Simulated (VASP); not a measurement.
VASP runs on InSb (space group F-43m) share one base input (PBE GGA, plane waves, VASP's PBE PAW potentials (set 64)) and change the settings named in each case.

File KPOINTS:
```
Automatic mesh
0
G
 6 6 6
```

**INCAR**
```
# general
SYSTEM  = InSb
PREC    = Accurate
ENCUT   = 300   # plane-wave cut-off (eV)
LREAL   = .False.
LASPH   = .True.

# electronic loop
EDIFF   = 1E-6
NELM    = 100
ALGO    = Normal   # blocked Davidson
LMAXMIX = 4   # l cut-off of mixed one-centre charges

# smearing
ISMEAR  = -1
SIGMA   = 0.05   # width (eV)

# functional
GGA     = PE

# ions
ISIF    = 2   # forces and stress, cell fixed

# output
LWAVE   = .False.
LCHARG  = .False.
```

POSCAR:
```
InSb
1
    0.0000000000     3.2400000000     3.2400000000
    3.2400000000     0.0000000000     3.2400000000
    3.2400000000     3.2400000000     0.0000000000
In Sb
1 1
Direct
  0.0000000000   0.0000000000   0.0000000000
  0.2500000000   0.2500000000   0.2500000000
```

POTCAR, in this order: In_d Sb (PBE.64 set). Program: vasp_std.

```csv
change,E(σ→0) (eV/atom),pressure (GPa),−TS (eV)
base run,-3.4423,2.96,-0.0009
"GGA removed, POTCAR In_d Sb (LDA.64 set)",-4.0955,?,-0.0009
"GGA_COMPAT = .FALSE., LNONCOLLINEAR = .TRUE., LSORBIT = .TRUE., MAGMOM = 0.0 0.0 0.0 0.0 0.0 0.0, program vasp_ncl",-3.4933,2.98,-0.0007
KPOINTS 4×4×4 Γ-centred mesh,-3.3784,?,?
```

Question: Fill in the missing entries.

Answer: 
- GGA removed, POTCAR In_d Sb (LDA.64 set), pressure (GPa): -0.68
- KPOINTS 4×4×4 Γ-centred mesh, pressure (GPa): 3.42
- KPOINTS 4×4×4 Γ-centred mesh, −TS (eV): -0.0031

Energies of different potentials or functionals have different zeros.  Unless said otherwise, spin-orbit coupling is left out, though it shifts the bands of the heavy elements here. At 300 eV the pressure can carry a Pulay error.

Left out are runs that ran out of time, are held back, or changed the cell or the kind of run, fixed moments of cells without a moment, rows past the twelfth, gaps on odd meshes, pressures of charged cells and columns that move by less than the noise.

The structure is a typed InSb crystal (F-43m). The cell was not relaxed at this level.
